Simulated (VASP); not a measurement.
Here is the system:

```xyz
1
Lattice="-1.6053 1.6053 2.4739 1.6053 -1.6053 2.4739 1.6053 1.6053 -2.4739" Properties=species:S:1:pos:R:3 pbc="T T T"
In     0.0000     0.0000     0.0000
```

Method: PBEsol GGA, VASP's PBE PAW potentials (set 64) (plane waves; VASP). Run with 480 eV cut-off, 14×14×14 Γ-centred mesh, first-order Methfessel-Paxton smearing of 0.10 eV, potentials In_d.

Energy and stress use the plane-wave basis of the starting cell.

### Question
The ions, cell shape and volume at an external pressure of 10.0 GPa are relaxed. What does this cell relax into?

### Answer

```xyz
1
Lattice="-1.5285 1.5285 2.3526 1.5285 -1.5285 2.3526 1.5285 1.5285 -2.3526" Properties=species:S:1:pos:R:3 pbc="T T T"
In     0.0000     0.0000     0.0000
```
Space group I4/mmm (139), at a tolerance of 0.03 Å.

### Question
How do energy and volume change from the first to the last step?

### Answer
The energy (σ→0) changes by +94.7 meV/atom and the volume by -13.8 %, in 7 ionic steps.

The compound is In in the bct structure. This run relaxes it under an external pressure of 10 GPa. Symmetry was kept, so distortions that lower it aren't found.
